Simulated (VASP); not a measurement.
Method: PBE GGA, VASP's PBE PAW potentials (set 64) (plane waves; VASP).

VASP input:

**INCAR**
```
ALGO = Normal
DIPOL = 0.5 0.5 0.5
EDIFF = 1E-5
EDIFFG = -0.03
ENCUT = 400
GGA = PE
IBRION = 2
IDIPOL = 3
ISIF = 2
ISMEAR = 1
LASPH = .TRUE.
LCHARG = .FALSE.
LDIPOL = .TRUE.
LMAXMIX = 4
LREAL = .FALSE.
LWAVE = .TRUE.
NELM = 100
NELMIN = 4
NSW = 50
PREC = Normal
SIGMA = 0.1
SYSTEM = Rh16H
```

### POSCAR
```
Rh16H
1
    5.4076469861     0.0000000000     0.0000000000
    0.0000000000     5.4076469861     0.0000000000
    0.0000000000     0.0000000000    19.8232987992
Rh H
16 1
Direct
  0.2500000000   0.2500000000   0.3553300000
  0.7500000000   0.2500000000   0.3553300000
  0.2500000000   0.7500000000   0.3553300000
  0.7500000000   0.7500000000   0.3553300000
  0.0000000000   0.0000000000   0.4517770000
  0.5000000000   0.0000000000   0.4517770000
  0.0000000000   0.5000000000   0.4517770000
  0.5000000000   0.5000000000   0.4517770000
  0.2500000000   0.2500000000   0.5482230000
  0.7500000000   0.2500000000   0.5482230000
  0.2500000000   0.7500000000   0.5482230000
  0.7500000000   0.7500000000   0.5482230000
  0.0000000000   0.0000000000   0.6446700000
  0.5000000000   0.0000000000   0.6446700000
  0.0000000000   0.5000000000   0.6446700000
  0.5000000000   0.5000000000   0.6446700000
  0.2500000000   0.0000000000   0.7105330000
```

File KPOINTS:
```
Regular mesh
0
G
5 5 1
```

POTCAR, in this order: Rh H (PBE.64 set). Program: vasp_std.

Output of the run:

OSZICAR:
```
...
DAV:   5    -0.111349532492E+03    0.49855E-02   -0.28002E-02  1885   0.852E-01    0.392E-01
DAV:   6    -0.111349123560E+03    0.40893E-03   -0.10156E-02  2002   0.680E-01    0.332E-01
DAV:   7    -0.111348549274E+03    0.57429E-03   -0.48266E-03  1948   0.415E-01    0.242E-01
DAV:   8    -0.111347959801E+03    0.58947E-03   -0.15748E-03  2042   0.235E-01    0.396E-02
DAV:   9    -0.111347999781E+03   -0.39981E-04   -0.30326E-04  2039   0.977E-02    0.683E-02
DAV:  10    -0.111347950723E+03    0.49058E-04   -0.12676E-04  1953   0.746E-02    0.170E-02
DAV:  11    -0.111347953513E+03   -0.27900E-05   -0.24147E-05   931   0.285E-02
   2 F= -.11134795E+03 E0= -.11134376E+03  d E =-.132566E+00
       N       E                     dE             d eps       ncg     rms          rms(c)
DAV:   1    -0.111368375080E+03   -0.20424E-01   -0.14717E+01  1566   0.112E+01    0.808E-01
DAV:   2    -0.111539504886E+03   -0.17113E+00   -0.40675E-01  2009   0.334E+00    0.434E+00
DAV:   3    -0.111387394327E+03    0.15211E+00   -0.35766E-01  2056   0.332E+00    0.122E+00
DAV:   4    -0.111379333630E+03    0.80607E-02   -0.64816E-02  2047   0.137E+00    0.725E-01
DAV:   5    -0.111375562383E+03    0.37712E-02   -0.15154E-02  1868   0.632E-01    0.215E-01
DAV:   6    -0.111375768872E+03   -0.20649E-03   -0.42705E-03  1963   0.446E-01    0.237E-01
DAV:   7    -0.111375233230E+03    0.53564E-03   -0.16726E-03  1939   0.277E-01    0.106E-01
DAV:   8    -0.111375132169E+03    0.10106E-03   -0.39734E-04  2048   0.116E-01    0.332E-02
DAV:   9    -0.111375140208E+03   -0.80394E-05   -0.10318E-04  1855   0.540E-02    0.359E-02
DAV:  10    -0.111375127988E+03    0.12220E-04   -0.32810E-05  1179   0.409E-02    0.102E-02
DAV:  11    -0.111375132594E+03   -0.46066E-05   -0.73481E-06   832   0.125E-02
   3 F= -.11137513E+03 E0= -.11137148E+03  d E =-.159745E+00
       N       E                     dE             d eps       ncg     rms          rms(c)
DAV:   1    -0.111399310120E+03   -0.24182E-01   -0.52564E+00  1566   0.670E+00    0.388E-01
DAV:   2    -0.111436567506E+03   -0.37257E-01   -0.93366E-02  1976   0.169E+00    0.197E+00
DAV:   3    -0.111408385206E+03    0.28182E-01   -0.83679E-02  2041   0.174E+00    0.879E-01
DAV:   4    -0.111402274053E+03    0.61112E-02   -0.17130E-02  2072   0.740E-01    0.284E-01
DAV:   5    -0.111401871049E+03    0.40300E-03   -0.25186E-03  1970   0.274E-01    0.146E-01
DAV:   6    -0.111401807902E+03    0.63147E-04   -0.15908E-03  2034   0.274E-01    0.125E-01
DAV:   7    -0.111401742100E+03    0.65801E-04   -0.74242E-04  1988   0.161E-01    0.967E-02
DAV:   8    -0.111401647944E+03    0.94156E-04   -0.23833E-04  2058   0.931E-02    0.174E-02
DAV:   9    -0.111401653120E+03   -0.51765E-05   -0.20965E-05   884   0.233E-02
   4 F= -.11140165E+03 E0= -.11139813E+03  d E =-.265205E-01
       N       E                     dE             d eps       ncg     rms          rms(c)
DAV:   1    -0.111415228607E+03   -0.13581E-01   -0.19734E+01  1566   0.130E+01    0.781E-01
DAV:   2    -0.111534008531E+03   -0.11878E+00   -0.33076E-01  1975   0.312E+00    0.342E+00
DAV:   3    -0.111452069005E+03    0.81940E-01   -0.31306E-01  2025   0.324E+00    0.177E+00
DAV:   4    -0.111427071854E+03    0.24997E-01   -0.67726E-02  2072   0.151E+00    0.601E-01
DAV:   5    -0.111424872035E+03    0.21998E-02   -0.10915E-02  1946   0.557E-01    0.272E-01
DAV:   6    -0.111424799443E+03    0.72592E-04   -0.64487E-03  2018   0.525E-01    0.262E-01
DAV:   7    -0.111424407148E+03    0.39229E-03   -0.32422E-03  1940   0.316E-01    0.176E-01
DAV:   8    -0.111424082180E+03    0.32497E-03   -0.83903E-04  2018   0.178E-01    0.361E-02
DAV:   9    -0.111424092743E+03   -0.10563E-04   -0.88633E-05  1816   0.408E-02    0.397E-02
DAV:  10    -0.111424084671E+03    0.80719E-05   -0.28808E-05  1034   0.334E-02
   5 F= -.11142408E+03 E0= -.11142077E+03  d E =-.489521E-01
       N       E                     dE             d eps       ncg     rms          rms(c)
DAV:   1    -0.111432720887E+03   -0.86281E-02   -0.64825E+00  1566   0.740E+00    0.402E-01
DAV:   2    -0.111470782395E+03   -0.38062E-01   -0.10235E-01  1936   0.170E+00    0.200E+00
DAV:   3    -0.111438315946E+03    0.32466E-01   -0.79964E-02  2001   0.167E+00    0.607E-01
DAV:   4    -0.111436804298E+03    0.15116E-02   -0.14518E-02  2104   0.694E-01    0.439E-01
DAV:   5    -0.111435264402E+03    0.15399E-02   -0.43764E-03  1995   0.394E-01    0.181E-01
DAV:   6    -0.111435087328E+03    0.17707E-03   -0.22280E-03  1993   0.309E-01    0.132E-01
DAV:   7    -0.111434977667E+03    0.10966E-03   -0.67047E-04  2003   0.160E-01    0.789E-02
DAV:   8    -0.111434915595E+03    0.62071E-04   -0.23057E-04  2034   0.893E-02    0.255E-02
DAV:   9    -0.111434920220E+03   -0.46249E-05   -0.61975E-05  1511   0.450E-02
   6 F= -.11143492E+03 E0= -.11143151E+03  d E =-.108355E-01
       N       E                     dE             d eps       ncg     rms          rms(c)
DAV:   1    -0.111435041115E+03   -0.12552E-03   -0.12125E-01  1566   0.101E+00    0.585E-02
DAV:   2    -0.111436077548E+03   -0.10364E-02   -0.23754E-03  1945   0.269E-01    0.336E-01
DAV:   3    -0.111435158266E+03    0.91928E-03   -0.20392E-03  2016   0.273E-01    0.914E-02
DAV:   4    -0.111435120892E+03    0.37374E-04   -0.29729E-04  2033   0.101E-01    0.607E-02
DAV:   5    -0.111435105058E+03    0.15834E-04   -0.10339E-04  1932   0.626E-02    0.382E-02
DAV:   6    -0.111435090377E+03    0.14682E-04   -0.58315E-05  1589   0.524E-02    0.138E-02
DAV:   7    -0.111435091903E+03   -0.15268E-05   -0.13032E-05   812   0.227E-02
   7 F= -.11143509E+03 E0= -.11143167E+03  d E =-.110072E-01
       N       E                     dE             d eps       ncg     rms          rms(c)
DAV:   1    -0.111436800205E+03   -0.17098E-02   -0.21610E+00  1566   0.420E+00    0.218E-01
DAV:   2    -0.111446934975E+03   -0.10135E-01   -0.35968E-02  1880   0.959E-01    0.103E+00
DAV:   3    -0.111440784231E+03    0.61507E-02   -0.27842E-02  1969   0.947E-01    0.586E-01
DAV:   4    -0.111437810392E+03    0.29738E-02   -0.75867E-03  2103   0.514E-01    0.144E-01
DAV:   5    -0.111437765626E+03    0.44765E-04   -0.97205E-04  1796   0.146E-01    0.115E-01
DAV:   6    -0.111437734503E+03    0.31123E-04   -0.68406E-04  1980   0.174E-01    0.960E-02
DAV:   7    -0.111437674570E+03    0.59933E-04   -0.28750E-04  1986   0.103E-01    0.489E-02
DAV:   8    -0.111437648496E+03    0.26074E-04   -0.61522E-05  1602   0.530E-02    0.119E-02
DAV:   9    -0.111437650087E+03   -0.15909E-05   -0.11770E-05   804   0.179E-02
   8 F= -.11143765E+03 E0= -.11143449E+03  d E =-.255818E-02
       N       E                     dE             d eps       ncg     rms          rms(c)
DAV:   1    -0.111437684448E+03   -0.35952E-04   -0.76489E-02  1566   0.790E-01    0.433E-02
DAV:   2    -0.111438301969E+03   -0.61752E-03   -0.17606E-03  1912   0.217E-01    0.260E-01
DAV:   3    -0.111437822327E+03    0.47964E-03   -0.14051E-03  1961   0.219E-01    0.110E-01
DAV:   4    -0.111437719316E+03    0.10301E-03   -0.28041E-04  2031   0.967E-02    0.246E-02
DAV:   5    -0.111437722890E+03   -0.35747E-05   -0.35979E-05  1166   0.326E-02
   9 F= -.11143772E+03 E0= -.11143460E+03  d E =-.263099E-02
       N       E                     dE             d eps       ncg     rms          rms(c)
DAV:   1    -0.111437982853E+03   -0.26354E-03   -0.18730E-01  1566   0.127E+00    0.776E-02
DAV:   2    -0.111438819881E+03   -0.83703E-03   -0.27894E-03  1943   0.279E-01    0.291E-01
DAV:   3    -0.111438346414E+03    0.47347E-03   -0.23644E-03  2009   0.288E-01    0.183E-01
DAV:   4    -0.111438085720E+03    0.26069E-03   -0.65250E-04  2088   0.151E-01    0.566E-02
DAV:   5    -0.111438070050E+03    0.15670E-04   -0.91330E-05  1830   0.498E-02    0.272E-02
DAV:   6    -0.111438072307E+03   -0.22571E-05   -0.66734E-05  1589   0.516E-02
  10 F= -.11143807E+03 E0= -.11143497E+03  d E =-.349416E-03
```

**OUTCAR**
```
------------------------ aborting loop because EDIFF is reached ----------------------------------------
  FORCE on cell =-STRESS in cart. coord.  units (eV):
  Direction    XX          YY          ZZ          XY          YZ          ZX
  --------------------------------------------------------------------------------------
  Total       -9.2226534     -9.3270160     -0.1388938      0.0000000      0.0000000      0.0000000
  in kB      -25.4902372    -25.7786821     -0.3838847      0.0000000      0.0000000      0.0000000
  external PRESSURE =     -17.2176013 kB  Pullay stress =       0.0000000 kB
  volume of cell :      579.69
      direct lattice vectors                 reciprocal lattice vectors
     5.407646986  0.000000000  0.000000000     0.184923314  0.000000000  0.000000000
     0.000000000  5.407646986  0.000000000     0.000000000  0.184923314  0.000000000
     0.000000000  0.000000000 19.823298799     0.000000000  0.000000000  0.050445691
 POSITION                                       TOTAL-FORCE (eV/Angst)
 -----------------------------------------------------------------------------------
      1.35191      1.34775      7.11924         0.000000     -0.010903     -0.010963
      4.05574      1.35036      7.11700         0.000000     -0.004802     -0.006933
      1.35191      4.05990      7.11924         0.000000      0.010903     -0.010963
      4.05574      4.05729      7.11700         0.000000      0.004802     -0.006933
      5.40282      0.00000      8.96140         0.005120      0.000000      0.003672
      2.70865      0.00000      8.96140        -0.005120      0.000000      0.003672
      0.00676      2.70382      8.95054        -0.000558      0.000000      0.003365
      2.69706      2.70382      8.95054         0.000558      0.000000      0.003365
      1.35191      1.34998     10.88539        -0.000000      0.003502      0.000606
      4.05574      1.36367     10.88816        -0.000000      0.002724      0.006314
      1.35191      4.05766     10.88539        -0.000000     -0.003502      0.000606
      4.05574      4.04397     10.88816         0.000000     -0.002724      0.006314
      5.40558      0.00000     12.74947        -0.005916      0.000000      0.001097
      2.70589      0.00000     12.74947         0.005916      0.000000      0.001097
      5.40526      2.70382     12.72958        -0.003783      0.000000      0.008548
      2.70621      2.70382     12.72958         0.003783      0.000000      0.008548
      1.35191      0.00000     13.86995         0.000000      0.000000     -0.011413
 -----------------------------------------------------------------------------------
    total drift:                                0.000000      0.000000     -0.009420
  FREE ENERGIE OF THE ION-ELECTRON SYSTEM (eV)
  ---------------------------------------------------
  free  energy   TOTEN  =      -111.4380723067 eV

  energy  without entropy=     -111.4287694082  energy(sigma->0) =     -111.43497134

 reached required accuracy - stopping structural energy minimisation
```
(Selected blocks of OUTCAR.)

### CONTCAR
```
Rh16H
   1.00000000000000
     5.4076469860999996    0.0000000000000000    0.0000000000000000
     0.0000000000000000    5.4076469860999996    0.0000000000000000
     0.0000000000000000    0.0000000000000000   19.8232987991999998
  Rh              H
    16     1
Direct
     0.2500000000000000    0.2492297253553633    0.3591348564436310
     0.7500000000000000    0.2497128642397952    0.3590222303995407
     0.2500000000000000    0.7507702746446367    0.3591348564436310
     0.7500000000000000    0.7502871357602047    0.3590222303995407
     0.9991069583654482    0.0000000000000000    0.4520638971663997
     0.5008930416345518    0.0000000000000000    0.4520638971663997
     0.0012505889844801    0.5000000000000000    0.4515163658367855
     0.4987494110155198    0.5000000000000000    0.4515163658367855
     0.2500000000000000    0.2496434797108194    0.5491209835290564
     0.7500000000000000    0.2521752030333603    0.5492605408379664
     0.2500000000000000    0.7503565202891807    0.5491209835290564
     0.7500000000000000    0.7478247969666394    0.5492605408379664
     0.9996179580369852    0.0000000000000000    0.6431556497203341
     0.5003820419630151    0.0000000000000000    0.6431556497203341
     0.9995578491366583    0.5000000000000000    0.6421524426713477
     0.5004421508633417    0.5000000000000000    0.6421524426713477
     0.2500000000000000    0.0000000000000000    0.6996790667898757
```

The cell is a thin slab with vacuum, built from Rh (fcc): (100) face, H adsorbed.
